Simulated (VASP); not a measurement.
```yaml
crystal:
  lattice:
    - [0.00000, 3.05381, 3.05381]
    - [3.05381, 0.00000, 3.05381]
    - [3.05381, 3.05381, 0.00000]
  atoms:
    - { symbol: In, position: [0.00000, 0.00000, 0.00000] }
    - { symbol: As, position: [0.25000, 0.25000, 0.25000] }
```

Method: r2SCAN meta-GGA, VASP's PBE PAW potentials (set 64) (plane waves; VASP 6.6.1). Run with 480 eV cut-off, 8×8×8 Γ-centred mesh, Gaussian smearing of 0.050 eV, potentials In_d As.

Stress in GPa, positive for a compressed cell; the cube axes lie along x, y and z, and the ions stay on their sites.

```csv
strain,σxx,σyy,σzz
none,0.04,0.04,0.04
"εxx = +1.5 %, εyy = +1.5 %, εzz = +1.5 %",-2.25,-2.25,-2.25
"εxx = -0.5 %, εyy = -0.5 %",0.72,0.72,0.53
"εyy = -1.0 %, εzz = -1.0 %",0.99,1.38,1.38
"εxx = +0.5 %, εyy = +0.5 %, εzz = +0.5 %",-0.77,-0.77,-0.77
```

Question: Fit C11 and C12 to these rows, and predict the stress for εxx = +2.0 %, εyy = +2.0 %, εzz = +2.0 %.

Answer: Least squares on Δσ_i = −C11 ε_i − C12 (ε_j + ε_k) over all components shown gives C11 = 79 GPa and C12 = 40 GPa, and so σxx, σyy, σzz = -3.14, -3.14, -3.14 GPa. The run gave -2.92, -2.92, -2.92 GPa; the difference holds the non-linear terms and numerical noise.

Left out are shears, moved atoms, failed runs and, from the fit, strains over 2.5 %.

The compound is InAs in the zinc blende structure.
